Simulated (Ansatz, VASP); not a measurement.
# Al2BC3: VASP beside Ansatz

```
Al B C
1.0
     2.63091    0.00000    0.00000
    -1.31545    2.27843    0.00000
     0.00000    0.00000   11.33827
Al B C
2 1 3
Direct
  0.66667 0.33333 0.18375
  0.66667 0.33333 0.81625
  0.00000 0.00000 0.00000
  0.00000 0.00000 0.50000
  0.33333 0.66667 0.00000
  0.33333 0.66667 0.50000
```

Change from the starting cell: species swapped into the Ce2CoSi3 type (P-6m2, No. 187).

Alike in both runs: functional PBE; k mesh 6 × 6 × 4; occupations gaussian, width 0.1 eV; no spin polarisation.

Ansatz relaxed the structure, and its values are those at the end. VASP's run is a single point on that final structure, the one shown.

```csv
,VASP,Ansatz
version,VASP 6.6.1,Ansatz 0.2.0
potentials or method,"VASP PAW PBE potentials, release 64 (Al, B, C)","scalar-relativistic, plane waves, PAW"
plane-wave cutoff (eV),520,420
valence electrons in the cell,21,21
```

|  | VASP | Ansatz | Ansatz less VASP |
| --- | --- | --- | --- |
| gap on the k mesh at the Fermi level (eV) | none | none | - |
| pressure (GPa) | 0.1 | 0.0 | -0.10 |

A gap of «none» marks a metal or a gap that the smearing closes.

Caveats: the k mesh is coarse (spacing up to 0.46 Å⁻¹), so the values aren't converged; this functional lacks dispersion, which binds the layers, so the pressure and a relaxed spacing across them are unreliable.
